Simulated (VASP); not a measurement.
NaF:

```
Na F
1.0
     0.00000    2.32000    2.32000
     2.32000    0.00000    2.32000
     2.32000    2.32000    0.00000
Na F
1 1
Cartesian
  0.0000 0.0000 0.0000
  2.3200 2.3200 2.3200
```

| Item | Value |
| --- | --- |
| Program | VASP 6.6.1 |
| Task | relaxation of cell and atoms |
| Functional | RPBE |
| Potentials or basis | VASP PAW PBE potentials, release 64 (Na_pv, F) |
| Cutoff | 600 eV |
| k mesh | 8 × 8 × 8 |
| Occupations | gaussian, width 0.02 eV |
| Spin | no spin polarisation |

At the start: pressure 5.3 GPa; volume 12.49 Å³/atom.

Task: How do energy, volume and symmetry change on relaxing?

Result: Over 5 steps the energy falls by 21.5 meV/atom and the volume is 13.92 Å³/atom (+11.5 %); space group Fm-3m (No. 225, to 0.05 Å).

The path:
```
step  energy change (eV)  largest force (eV/Å)  pressure (GPa)  volume (Å³)
   1              0.0000                0.0000            5.26        24.97
   2             -0.0341                0.0000            2.14        26.48
   3             -0.0428                0.0000           -0.36        28.18
   4             -0.0431                0.0000           -0.08        27.91
   5             -0.0431                0.0000            0.00        27.84
```

Final structure:
```
Na F
1.0
     0.00000    2.40564    2.40564
     2.40564    0.00000    2.40564
     2.40564    2.40564    0.00000
Na F
1 1
Direct
  0.00000 0.00000 0.00000
  0.50000 0.50000 0.50000
```

Caveat: the PAW data sets were made with another functional, which shifts forces and pressure a little; the volume moved by +11 % from the deposited cell, more than functionals usually miss.
